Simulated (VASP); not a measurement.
Data:

```
TiN
1.0
    0.00000     2.09149     2.09149
    2.09149     0.00000     2.09149
    2.09149     2.09149     0.00000
Ti N
1 1
Direct
  0.00000   0.00000   0.00000
  0.50000   0.50000   0.50000
```

Level of theory: PBEsol GGA, VASP's PBE PAW potentials (set 64) (plane waves; VASP). Run with 620 eV cut-off, 15×15×15 Γ-centred mesh, first-order Methfessel-Paxton smearing of 0.10 eV, potentials Ti_sv N.

The ions, cell shape and volume at an external pressure of 10.0 GPa are relaxed. Which structure does the run end with?

```
TiN
1.0
    0.00000     2.08096     2.08096
    2.08096     0.00000     2.08096
    2.08096     2.08096     0.00000
Ti N
1 1
Cartesian
  0.00000   0.00000   0.00000
  2.08096   2.08096   2.08096
```
Space group Fm-3m (225), at a tolerance of 0.03 Å.

How do energy and volume change from the first to the last step?

The energy (σ→0) changes by +6.4 meV/atom and the volume by -1.5 %, in 3 ionic steps.

The compound is TiN in the rock salt structure. This run relaxes it under an external pressure of 10 GPa. Symmetry was kept, so distortions that lower it aren't found. The electron count is odd and the run is not spin-polarised, which forces a metal.
